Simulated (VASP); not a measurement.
```xyz
5
Lattice="1.9697 -3.4117 0.0000 1.9697 3.4117 0.0000 0.0000 0.0000 6.1799" Properties=species:S:1:pos:R:3 pbc="T T T"
La     1.9697     1.1372     1.5275
La     1.9697    -1.1372     4.6523
O      0.0000     0.0000     0.0000
O      1.9697     1.1372     3.9914
O      1.9697    -1.1372     2.1885
```

Method: PBE GGA, VASP's PBE PAW potentials (set 64) (plane waves; VASP). Numerical set-up: 520 eV cut-off, Gaussian smearing of 0.050 eV, potentials La O.

### Question
Give the energies of bands 12 to 23 at the high-symmetry points, in eV from the valence-band maximum.

### Answer

```
band      Γ      M      K      A      L      H
----  -----  -----  -----  -----  -----  -----
12    -2.31  -2.20  -1.58  -2.64  -2.92  -2.25
13    -2.31  -1.93  -1.58  -2.64  -2.09  -2.25
14    -2.17  -1.90  -1.57  -2.55  -1.49  -1.66
15    -2.17  -1.26  -1.28  -1.87  -1.13  -1.34
16    -2.07  -0.74  -1.28  -1.87  -0.97  -1.34
17    -1.61  -0.72  -0.79  -0.97  -0.95  -0.55
18    -0.34  -0.65  -0.79  -0.75  -0.67  -0.27
19    -0.34  -0.40  -0.77  -0.26  -0.35  -0.27
20    -0.09  -0.28  -0.11  -0.26   0.00  -0.23
21     4.27   3.85   3.86   4.66   4.37   4.23
22     4.62   4.68   4.72   4.73   4.59   4.82
23     4.62   5.11   4.72   4.73   5.01   4.88
```

The gap is indirect, 3.85 eV, from the valence maximum at L to the conduction minimum at M.

The compound is La2O3 in the a-type structure. It was relaxed first.
